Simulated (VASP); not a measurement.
Given:

```yaml
crystal:
  lattice:
    - [0.00000, 4.02595, 4.02595]
    - [4.02595, 0.00000, 4.02595]
    - [4.02595, 4.02595, 0.00000]
  atoms:
    - { symbol: Na, position: [0.25000, 0.25000, 0.25000] }
    - { symbol: Na, position: [0.00000, 0.00000, 0.00000] }
    - { symbol: Ag, position: [0.62500, 0.12500, 0.62500] }
    - { symbol: Ag, position: [0.62500, 0.62500, 0.62500] }
    - { symbol: Ag, position: [0.12500, 0.62500, 0.62500] }
    - { symbol: Ag, position: [0.62500, 0.62500, 0.12500] }
```

These are LDA (Ceperley-Alder, Perdew-Zunger), VASP's LDA PAW potentials (set 64) (plane waves; VASP) values and carry that method's errors. Settings: 300 eV cut-off, 7×7×7 Γ-centred mesh, Fermi-Dirac smearing of 0.14 eV, potentials Na_pv Ag.

Give the energies of bands 20 to 33 at the high-symmetry points, in eV from the Fermi level.

```csv
band,Γ,X,U,L,W
20,-3.64,-4.16,-4.06,-4.04,-4.11
21,-3.64,-3.85,-3.95,-3.87,-3.96
22,-3.55,-3.85,-3.84,-3.76,-3.96
23,-3.55,-3.64,-3.74,-3.60,-3.70
24,-3.55,-3.64,-3.63,-3.60,-3.70
25,-2.72,-3.63,-3.58,-3.59,-3.55
26,-2.72,-3.63,-3.35,-3.59,-3.55
27,-2.72,-3.30,-3.12,-3.49,-2.84
28,0.56,-3.30,-2.90,-2.72,-2.84
29,1.25,0.15,-1.51,0.66,-1.18
30,1.25,0.15,0.41,1.69,-1.18
31,1.25,0.53,0.74,1.69,2.94
32,3.30,0.53,3.04,1.91,2.94
33,3.30,6.74,4.97,1.91,3.83
```

It has no gap at this level: it comes out as a metal or semimetal.

The structure comes from a computed database's NaAg2 entry; how it stands against other phases isn't given here. The cell was not relaxed at this level.
